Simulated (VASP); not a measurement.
VASP ran on this input.

File KPOINTS:
```
Automatic
0
Gamma
 13 13 13
```

**POSCAR**
```
CoGa
1
    2.8117736011     0.0000000000     0.0000000000
    0.0000000000     2.8117736011     0.0000000000
    0.0000000000     0.0000000000     2.8117736011
Ga Co
1 1
Direct
  0.5000000000   0.5000000000   0.5000000000
  0.0000000000   0.0000000000   0.0000000000
```

**INCAR**
```
# general
SYSTEM   =  CoGa
PREC     =  Accurate
ENCUT    =  500   # plane-wave cut-off (eV)
LREAL    =  .FALSE.   # projection in real space or not
LASPH    =  .TRUE.

# electronic loop
EDIFF    =  1E-6   # SCF stop (eV)
NELM     =  100   # most electronic steps
ALGO     =  Normal   # blocked Davidson
LMAXMIX  =  4

# smearing
ISMEAR   =  1   # Methfessel-Paxton
SIGMA    =  0.1   # width (eV)

# ions
IBRION   =  2
NSW      =  40
ISIF     =  3   # ions, shape and volume
EDIFFG   =  -0.02
PSTRESS  =  50

# output
LWAVE    =  .FALSE.
LCHARG   =  .FALSE.
```

POTCAR, in this order: Ga_d Co (LDA.64 set). Program: vasp_std.

Problem. Write an equivalent input for Quantum ESPRESSO's pw.x.

Solution. One equivalent input (not run):
```
&CONTROL
  calculation = 'vc-relax'
  pseudo_dir = './pseudo'
  outdir = './out'
  tprnfor = .true.
  tstress = .true.
  nstep = 40
  forc_conv_thr = 0.00078
/
&SYSTEM
  ibrav = 0
  nat = 2
  ntyp = 2
  ecutwfc = 96
  occupations = 'smearing'
  smearing = 'methfessel-paxton'
  degauss = 0.00735
  input_dft = 'pz'
/
&ELECTRONS
  conv_thr = 7.3e-08
  electron_maxstep = 100
/
&IONS
/
&CELL
  press = 50
/
ATOMIC_SPECIES
  Ga 69.723 Ga.upf
  Co 58.933 Co.upf
CELL_PARAMETERS angstrom
     2.8117736    0.0000000    0.0000000
     0.0000000    2.8117736    0.0000000
     0.0000000    0.0000000    2.8117736
ATOMIC_POSITIONS crystal
  Ga   0.5000000  0.5000000  0.5000000
  Co   0.0000000  0.0000000  0.0000000
K_POINTS automatic
  13 13 13 0 0 0
```
Limits of the translation: the potentials are each code's own (VASP's PAW set, PseudoDojo norm-conserving files in pw.x), so ENCUT and ecutwfc are chosen apart and not converted; conv_thr bounds pw.x's estimated SCF error, while EDIFF bounds the energy change between steps; forc_conv_thr acts on force components and is met together with etot_conv_thr.

The compound is CoGa in the CsCl type structure. This run relaxes it under an external pressure of 5 GPa. Symmetry was kept, so distortions that lower it aren't found.
